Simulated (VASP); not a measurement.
Calculation: LDA (Ceperley-Alder, Perdew-Zunger), VASP's LDA PAW potentials (set 64) (plane waves; VASP).

VASP input:

INCAR:
```
# general
SYSTEM  = SiOs
PREC    = Accurate
ENCUT   = 300   # plane-wave cut-off (eV)
LREAL   = .False.
LASPH   = .True.   # aspherical one-centre terms

# electronic loop
EDIFF   = 1E-6
NELM    = 100
ALGO    = Normal   # blocked Davidson
LMAXMIX = 6

# smearing
ISMEAR  = 0   # Gaussian
SIGMA   = 0.01   # width (eV)

# ions
ISIF    = 2   # forces and stress, cell fixed

# output
LWAVE   = .False.
LCHARG  = .False.
```

POSCAR:
```
SiOs
1
    4.7659900000     0.0000000000     0.0000000000
    0.0000000000     4.7659900000     0.0000000000
    0.0000000000     0.0000000000     4.7659900000
Si Os
4 4
Direct
  0.1695950000   0.3230790000   0.6530760000
  0.3230000000   0.6685140000   0.1816910000
  0.6632030000   0.1616950000   0.3376790000
  0.8384670000   0.8283350000   0.8411980000
  0.8726870000   0.6306520000   0.3653980000
  0.6178390000   0.3813760000   0.8801250000
  0.3933880000   0.8785620000   0.6036900000
  0.1218200000   0.1277870000   0.1371420000
```

File KPOINTS:
```
Automatic mesh
0
Gamma
6 6 6
0 0 0
```

POTCAR, in this order: Si Os (LDA.64 set). Program: vasp_std.

Problem. What will the output report for the number of irreducible k-points (NKPTS), largest plane-wave count, number of space-group operations, FFT grid (NGX, NGY, NGZ)?

Solution. 
- number of irreducible k-points (NKPTS): 112
- largest plane-wave count: 1328
- number of space-group operations: 1
- FFT grid (NGX, NGY, NGZ): 28 × 28 × 28

The structure comes from a computed database's SiOs entry; how it stands against other phases isn't given here. The cell was not relaxed at this level, atoms are displaced from their ideal sites.
